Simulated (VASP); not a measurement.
Level of theory: r2SCAN meta-GGA, VASP's PBE PAW potentials (set 64) (plane waves; VASP).

VASP input:

KPOINTS:
```
Automatic mesh
0
Gamma
6 6 1
0 0 0
```

**INCAR**
```
SYSTEM = Ba(100) slab
PREC = Normal; ENCUT = 400; LREAL = F
LASPH = T
EDIFF = 1E-6; NELM = 100; NELMIN = 4
ALGO = Normal; LMAXMIX = 4; LMIXTAU = T
ISMEAR = 1; SIGMA = 0.1
METAGGA = R2SCAN
LWAVE = F; LCHARG = F; LORBIT = 11
LVHAR = T
DIPOL = 0.5 0.5 0.5
LDIPOL = T; IDIPOL = 3
```

**POSCAR**
```
Ba(100) slab
1.0
  5.0798288042   0.0000000000   0.0000000000
  0.0000000000   5.0798288042   0.0000000000
  0.0000000000   0.0000000000  25.3384289357
Ba
4
Direct
  0.5000000000   0.0000000000   0.3498743435
  0.0000000000   0.5000000000   0.4544679737
  0.5000000000   0.0000000000   0.5455320263
  0.0000000000   0.5000000000   0.6501256565
```

POTCAR, in this order: Ba_sv (PBE.64 set). Program: vasp_std. Read from the step before: WAVECAR.

Unless said otherwise, spin-orbit coupling is left out, though it shifts the bands of the heavy elements here.

### Question
What does the run give for the energy per atom (σ→0), band gap (on the k-mesh)?

### Answer

```json
{
 "energy per atom (σ→0)": "-26.164 eV/atom",
 "band gap (on the k-mesh)": "none (metal, semimetal or under 0.01 eV)"
}
```

OSZICAR:
```
       N       E                     dE             d eps       ncg     rms          rms(c)
DAV:   1    -0.104657321109E+03   -0.10466E+03   -0.31794E-05   496   0.339E-02    0.107E-03
DAV:   2    -0.104657321558E+03   -0.44957E-06   -0.25921E-06   464   0.695E-03    0.755E-04
DAV:   3    -0.104657320299E+03    0.12593E-05   -0.72237E-07   360   0.659E-03    0.438E-04
DAV:   4    -0.104657320942E+03   -0.64350E-06   -0.57821E-07   320   0.650E-03
   1 F= -.10465732E+03 E0= -.10465607E+03  d E =-.374870E-02
```

The cell is a thin slab with vacuum, built from Ba (bcc): (100) face.
